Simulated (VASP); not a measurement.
HgTe (space group F-43m): computed properties

Calculation: LDA (Ceperley-Alder, Perdew-Zunger), VASP's LDA PAW potentials (set 64) (plane waves; VASP).

```
Item                                                                  Result
----------------------------------  ----------------------------------------
space group                                                      F-43m (216)
cell                                 a = b = c = 6.448 Å, α = β = γ = 90.00°
volume per atom                                                33.51 Å³/atom
band gap (over mesh and band path)  none (metal, semimetal or under 0.01 eV)
Hill bulk modulus                                                   47.2 GPa
Hill shear modulus                                                  15.0 GPa
Poisson's ratio                                                        0.357
density                                                           8.13 g/cm³
optical Γ-point spectrum                                       117 (×3) cm⁻¹
C11                                                                 58.2 GPa
C12                                                                 41.6 GPa
C44                                                                 22.2 GPa
```

```
CELL_PARAMETERS angstrom
      0.00000     3.22399     3.22399
      3.22399     0.00000     3.22399
      3.22399     3.22399     0.00000
ATOMIC_POSITIONS crystal
  Hg 0.00000 0.00000 0.00000
  Te 0.25000 0.25000 0.25000
```

Finite-difference elastic constants of metals are sensitive to mesh and smearing; shear constants can be off by tens of GPa. Unless said otherwise, spin-orbit coupling is left out, though it shifts the bands of the heavy elements here.

The structure comes from a computed database's HgTe entry (F-43m); how it stands against other phases isn't given here. It was relaxed first, which changed the volume by -6 %. Symmetry was kept, so distortions that lower it aren't found.
